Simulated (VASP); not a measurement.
# Ti4AlC3 (P6_3/mmc) in VASP: a series of runs, part 2 of 2

VASP 6.6.1. The steps go on from the part before.

### Step 3. Relaxation of cell and atoms, PBEsol

This run uses another cell than the first one, of 11.81 Å³/atom, 0.987 times its volume.

Input file INCAR:

```
SYSTEM = Ti4AlC3
ALGO     = Normal         ! electronic algorithm
EDIFF    = 1E-7           ! SCF threshold, eV
EDIFFG   = -0.005         ! ionic threshold
ENCUT    = 600            ! plane-wave cutoff, eV
GGA      = PS             ! functional
IBRION   = 2              ! ionic algorithm
ISIF     = 3              ! what is computed and relaxed
ISMEAR   = 0              ! smearing method
KPAR     = 4            
LASPH    = .TRUE.         ! aspherical terms in the spheres
LCHARG   = .FALSE.        ! write CHGCAR
LREAL    = .FALSE.        ! projectors in reciprocal space
LWAVE    = .FALSE.        ! write WAVECAR
NELM     = 80             ! most SCF steps
NSW      = 90             ! ionic steps
PREC     = Accurate       ! precision mode
SIGMA    = 0.03           ! smearing width, eV
```

Input file KPOINTS:

```
k-points
0
G
  12 12 2
  0 0 0
```

Input file POSCAR:

```
Ti4AlC3                                 
1.0
    3.0539565236      0.0000000000     -0.0000000000
   -1.5269782618      2.6448039359      0.0000000000
    0.0000000000      0.0000000000     23.3924082517
  Ti              Al              C             
     8     2     6
Direct
     0.3333333300000021    0.6666666699999979    0.0508406566313048
     0.6666666699999979    0.3333333300000021    0.9491593433686950
     0.6666666699999979    0.3333333300000021    0.5508406566313050
     0.3333333300000021    0.6666666699999979    0.4491593433686952
     0.0000000000000000    0.0000000000000000    0.1528227459120965
     0.0000000000000000    0.0000000000000000    0.8471772540879035
     0.0000000000000000    0.0000000000000000    0.6528227459120965
     0.0000000000000000    0.0000000000000000    0.3471772540879036
     0.3333333300000021    0.6666666699999979    0.2500000000000000
     0.6666666699999979    0.3333333300000021    0.7500000000000000
     0.0000000000000000    0.0000000000000000    0.0000000000000000
     0.0000000000000000    0.0000000000000000    0.5000000000000000
     0.6666666699999979    0.3333333300000021    0.1077232797089677
     0.3333333300000021    0.6666666699999979    0.8922767202910323
     0.3333333300000021    0.6666666699999979    0.6077232797089677
     0.6666666699999979    0.3333333300000021    0.3922767202910323
```

Potentials or basis: VASP PAW PBE potentials, release 64 (Ti_sv, Al, C).

On the command line:

```
$ cat potpaw_PBE.64/Ti_sv/POTCAR potpaw_PBE.64/Al/POTCAR potpaw_PBE.64/C/POTCAR > POTCAR
$ mpirun -np 4 vasp_std > vasp.out
```

OUTCAR:

```text
SYSTEM = Ti4AlC3
   EDIFF = 1E-7
   EDIFFG = -0.005
   ENCUT = 600
   GGA = PS
   IBRION = 2
   ISIF = 3
   ISMEAR = 0
   LASPH = .TRUE.
   LREAL = .FALSE.
   NELM = 80
   NSW = 90
   PREC = Accurate

 ion  position               nearest neighbor table
   1  0.333  0.667  0.051-  11 2.13  11 2.13  11 2.13  13 2.21  13 2.21  13 2.21
   2  0.667  0.333  0.949-  11 2.13  11 2.13  11 2.13  14 2.21  14 2.21  14 2.21
   3  0.667  0.333  0.551-  12 2.13  12 2.13  12 2.13  15 2.21  15 2.21  15 2.21
   4  0.333  0.667  0.449-  12 2.13  12 2.13  12 2.13  16 2.21  16 2.21  16 2.21
   5  0.000  0.000  0.153-  13 2.05  13 2.05  13 2.05   9 2.88   9 2.88   9 2.88
   6  0.000  0.000  0.847-  14 2.05  14 2.05  14 2.05  10 2.88  10 2.88  10 2.88
[... 8 lines left out ...]
  15  0.333  0.667  0.608-   7 2.05   7 2.05   7 2.05   3 2.21   3 2.21   3 2.21
  16  0.667  0.333  0.392-   8 2.05   8 2.05   8 2.05   4 2.21   4 2.21   4 2.21

  LATTYP: Found a hexagonal cell.
 ALAT       =     3.0539565236
 C/A-ratio  =     7.6597057198

  Lattice vectors:

 A1 = (   3.0539565236,   0.0000000000,   0.0000000000)
 A2 = (  -1.5269782618,   2.6448039359,   0.0000000000)
 A3 = (   0.0000000000,   0.0000000000,  23.3924082517)

Analysis of symmetry for initial positions (statically):
=====================================================================
 Subroutine PRICEL returns:
 Original cell was already a primitive cell.

 Routine SETGRP: Setting up the symmetry group for a
 hexagonal supercell.

 Subroutine GETGRP returns: Found 24 space group operations
 (whereof 12 operations were pure point group operations)
 out of a pool of 24 trial point group operations.

The static configuration has the point symmetry D_3d.
 The point group associated with its full space group is D_6h.

Analysis of symmetry for dynamics (positions and initial velocities):
=====================================================================
 Subroutine PRICEL returns:
 Original cell was already a primitive cell.

 Routine SETGRP: Setting up the symmetry group for a
 hexagonal supercell.

 Subroutine GETGRP returns: Found 24 space group operations
 (whereof 12 operations were pure point group operations)
 out of a pool of 24 trial point group operations.

The dynamic configuration has the point symmetry D_3d.
 The point group associated with its full space group is D_6h.

 Subroutine INISYM returns: Found 24 space group operations
 (whereof 12 operations are pure point group operations),
 and found     1 'primitive' translations

----------------------------------------------------------------------------------------

                                     Primitive cell

  volume of cell :     188.9432

  direct lattice vectors                    reciprocal lattice vectors
     3.053956524  0.000000000  0.000000000     0.327444085  0.189049930  0.000000000
    -1.526978262  2.644803936  0.000000000     0.000000000  0.378099861  0.000000000
     0.000000000  0.000000000 23.392408252     0.000000000  0.000000000  0.042748912

  length of vectors
     3.053956524  3.053956527 23.392408252     0.378099861  0.378099861  0.042748912

  position of ions in fractional coordinates (direct lattice)
     0.333333330  0.666666670  0.050840657
     0.666666670  0.333333330  0.949159343
     0.666666670  0.333333330  0.550840657
[... 86 lines left out ...]
   k-points           NKPTS =     38   k-points in BZ     NKDIM =     38   number of bands    NBANDS=     75
   number of dos      NEDOS =    301   number of ions     NIONS =     16
   total plane-waves  NPLWV = 110592
   dimension x,y,z NGX =    24 NGY =   24 NGZ =  192
   dimension x,y,z NGXF=    48 NGYF=   48 NGZF=  384
   ions per type =               8   2   6
   NGX,Y,Z   is equivalent  to a cutoff of  13.06, 13.06, 13.65 a.u.
   NGXF,Y,Z  is equivalent  to a cutoff of  26.13, 26.13, 27.29 a.u.
 SYSTEM =  Ti4AlC3
   PREC   = accura    normal or accurate (medium, high low for compatibility)
   ISTART =      0    job   : 0-new  1-cont  2-samecut
   ICHARG =      2    charge: 1-file 2-atom 10-const
   ISPIN  =      1    spin polarized calculation?
   LNONCOLLINEAR =      F non collinear calculations
   LSORBIT =      F    spin-orbit coupling
   LASPH  =      T    aspherical Exc in radial PAW
   ENCUT  =  600.0 eV  44.10 Ry    6.64 a.u.   6.10  6.10 46.72*2*pi/ulx,y,z
   NELM   =     80;   NELMIN=  2; NELMDL= -5     # of ELM steps
   EDIFF  = 0.1E-06   stopping-criterion for ELM
   LREAL  =      F    real-space projection
   EDIFFG = -.5E-02   stopping-criterion for IOM
   NSW    =     90    number of steps for IOM
   IBRION =      2    ionic relax: 0-MD 1-quasi-New 2-CG
   NFREE  =      1    steps in history (QN), initial steepest desc. (CG)
   ISIF   =      3    stress and relaxation
   ISYM   =      2    0-nonsym 1-usesym 2-fastsym
   POTIM  = 0.5000    time-step for ionic-motion
   TEBEG  =    0.0;   TEEND  =   0.0 temperature during run
   PSTRESS=    0.0 pullay stress
   NELECT =     126.0000    total number of electrons
   NUPDOWN=      -1.0000    fix difference up-down
   EMIN   =  10.00;   EMAX   =-10.00  energy-range for DOS
   EFERMI =   0.00;   METHOD = LEGACY
   ISMEAR =     0;   SIGMA  =   0.03  broadening in eV -4-tet -1-fermi 0-gaus
   EFERMI_NEDOS =   21; number of points for ismear=-14 and -15
   IALGO  =     38    algorithm
   IMIX   =      4    mixing-type and parameters
     AMIX     =   0.40;   BMIX     =  1.00
     AMIX_MAG =   1.60;   BMIX_MAG =  1.00
  volume/ion in A,a.u.               =      11.81        79.69
  Fermi-wavevector in a.u.,A,eV,Ry     =   1.430281  2.702838 27.833475  2.045703
  Thomas-Fermi vector in A             =   2.550143
   LORBIT       =      0    0 simple, 1 ext, 2 COOP (PROOUT), +10 PAW based schemes
   GGA     = PS    functional components
   LHFCALC =     F    Hartree Fock is set to
   AEXX    =    0.0000 exact exchange contribution
   IVDW    =     0    specifies the selected vdW correction
   LEPSILON=     F    determine dielectric tensor
   LRPA    =     F    only Hartree local field effects (RPA)
 conjugate gradient relaxation of ions
 non-spin polarized calculation
 Gauss-broadening in eV      SIGMA  =   0.03
  energy-cutoff  :      600.00
  volume of cell :      188.94
 maximum number of plane-waves:      6378
   NGX = 13   NGY = 13   NGZ = 93

 number of electron     125.9999969 magnetization

 Free energy of the ion-electron system (eV)
  ---------------------------------------------------
  ext. energy  EPLUGINS =         0.00000000
  ---------------------------------------------------
  free energy    TOTEN  =      -146.37908518 eV

  energy without entropy =     -146.37589631  energy(sigma->0) =     -146.37749074

 E-fermi :   8.7195     XC(G=0): -12.1553

 val. band max:        8.7122413840   @ k =   0.2500   0.0833   0.5000
 cond. band min:       8.7372535808   @ k =   0.2500   0.1667   0.0000
 fundamental gap:      0.0250121967
 Fermi energy:         8.7194579166

 k-point     1 :       0.0000    0.0000    0.0000
  band No.  band energies     occupation
      1     -47.5587      2.00000
      2     -47.5586      2.00000
      3     -47.5457      2.00000
      4     -47.5456      2.00000
      5     -47.5027      2.00000
      6     -47.5027      2.00000
[... 1861 lines left out ...]
     74      11.1037      0.00000
     75      11.2518      0.00000

 [... further k-points ...]

------------------------ aborting loop because EDIFF is reached ----------------------------------------

  FORCE on cell =-STRESS in cart. coord.  units (eV):
  Direction    XX          YY          ZZ          XY          YZ          ZX
  --------------------------------------------------------------------------------------
  -------------------------------------------------------------------------------------
  Total        0.0085618      0.0085618      0.0158910      0.0000000      0.0000000     -0.0000000
  in kB        0.0726012      0.0726012      0.1347508      0.0000000      0.0000000     -0.0000000
  external PRESSURE =       0.0933177 kB  Pullay stress =       0.0000000 kB

 VOLUME and BASIS-vectors are now :
 -----------------------------------------------------------------------------
  energy-cutoff  :      600.00
  volume of cell :      188.94
      direct lattice vectors                 reciprocal lattice vectors
     3.053956524  0.000000000  0.000000000     0.327444085  0.189049930  0.000000000
    -1.526978262  2.644803936  0.000000000     0.000000000  0.378099861  0.000000000
     0.000000000  0.000000000 23.392408252     0.000000000  0.000000000  0.042748912

 POSITION                                       TOTAL-FORCE (eV/Angst)
 -----------------------------------------------------------------------------------
     -0.00000      1.76320      1.18929         0.000000      0.000000     -0.001609
      1.52698      0.88160     22.20312        -0.000000     -0.000000      0.001609
      1.52698      0.88160     12.88549        -0.000000     -0.000000     -0.001609
     -0.00000      1.76320     10.50692         0.000000      0.000000      0.001609
      0.00000      0.00000      3.57489         0.000000      0.000000     -0.000369
      0.00000      0.00000     19.81752        -0.000000      0.000000      0.000369
[... 8 lines left out ...]
     -0.00000      1.76320     14.21611        -0.000000      0.000000     -0.001351
      1.52698      0.88160      9.17630         0.000000     -0.000000      0.001351
 -----------------------------------------------------------------------------------
    total drift:                               -0.000043      0.000025     -0.000001

  FREE ENERGIE OF THE ION-ELECTRON SYSTEM (eV)
  ---------------------------------------------------
  free  energy   TOTEN  =      -146.3790851757 eV

  energy  without entropy=     -146.3758963092  energy(sigma->0) =     -146.37749074

 reached required accuracy - stopping structural energy minimisation
```

Run time: 9.2 min. Hardware: 4 MPI ranks of AMD EPYC 7R43 (Zen 3), shared host; peak memory 0.65 GiB.

What came out:

* Free energy: -146.3791 eV
* Pressure after relaxing: 0.0 GPa
* Band gap on the k mesh: none (metal or under the smearing width)

Final structure:
```
Ti Al C
1.0
     3.05396    0.00000    0.00000
    -1.52698    2.64480    0.00000
     0.00000    0.00000   23.39241
Ti Al C
8 2 6
Cartesian
  0.0000 1.7632 1.1893
  1.5270 0.8816 22.2031
  1.5270 0.8816 12.8855
  0.0000 1.7632 10.5069
  0.0000 0.0000 3.5749
  0.0000 0.0000 19.8175
  0.0000 0.0000 15.2711
  0.0000 0.0000 8.1213
  0.0000 1.7632 5.8481
  1.5270 0.8816 17.5443
  0.0000 0.0000 0.0000
  0.0000 0.0000 11.6962
  1.5270 0.8816 2.5199
  0.0000 1.7632 20.8725
  0.0000 1.7632 14.2161
  1.5270 0.8816 9.1763
```

Levels at points of the mesh, in eV from the Fermi level:
| k point | band 60 | band 61 | band 62 | band 63 | band 64 | band 65 | band 66 | band 67 | band 68 | band 69 |
| --- | --- | --- | --- | --- | --- | --- | --- | --- | --- | --- |
| (0.00, 0.00, 0.00) | -0.83 | 0.67 | 0.67 | 0.68 | 0.68 | 0.71 | 0.78 | 1.45 | 1.45 | 1.48 |
| (0.50, 0.00, 0.00) | -1.62 | -1.15 | -1.14 | -0.77 | -0.77 | 1.20 | 1.34 | 1.81 | 2.16 | 2.30 |
| (0.00, 0.00, 0.50) | -0.90 | 0.67 | 0.67 | 0.67 | 0.67 | 0.75 | 0.75 | 1.47 | 1.47 | 1.47 |
| (0.50, 0.00, 0.50) | -1.62 | -1.15 | -1.15 | -0.77 | -0.77 | 1.26 | 1.26 | 1.96 | 1.96 | 2.46 |

Caveat: the relaxation stopped at its first step, so nothing moved; the PAW data sets were made with another functional, which shifts forces and pressure a little.
